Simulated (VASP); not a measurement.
Input:

```
YB
1.0
    0.00000     2.83899     2.83899
    2.83899     0.00000     2.83899
    2.83899     2.83899     0.00000
Y B
1 1
Direct
  0.00000   0.00000   0.00000
  0.25000   0.25000   0.25000
```

The numbers are results of PBEsol GGA, VASP's PBE PAW potentials (set 64) (plane waves; VASP), not measurements. Numerical set-up: 520 eV cut-off, Gaussian smearing of 0.050 eV, potentials Y_sv B.

**Question.** Give the energies of bands 5 to 10 at the high-symmetry points, in eV from the Fermi level.

**Answer.** 
| band | Γ | X | U | L | W |
|---|---|---|---|---|---|
| 5 | -6.66 | -4.66 | -4.70 | -5.20 | -4.65 |
| 6 | -0.53 | -2.10 | -1.52 | -1.32 | -1.19 |
| 7 | -0.53 | 1.12 | 0.19 | -0.08 | -0.30 |
| 8 | -0.53 | 1.12 | 0.75 | -0.08 | 1.05 |
| 9 | 3.88 | 1.37 | 1.68 | 4.32 | 1.38 |
| 10 | 3.88 | 4.73 | 4.21 | 4.47 | 3.93 |

It has no gap at this level: it comes out as a metal or semimetal.

The structure was generated: YB was put into the zinc blende type (F-43m), which need not be its known phase. It was relaxed first, which changed the volume by -28 %.
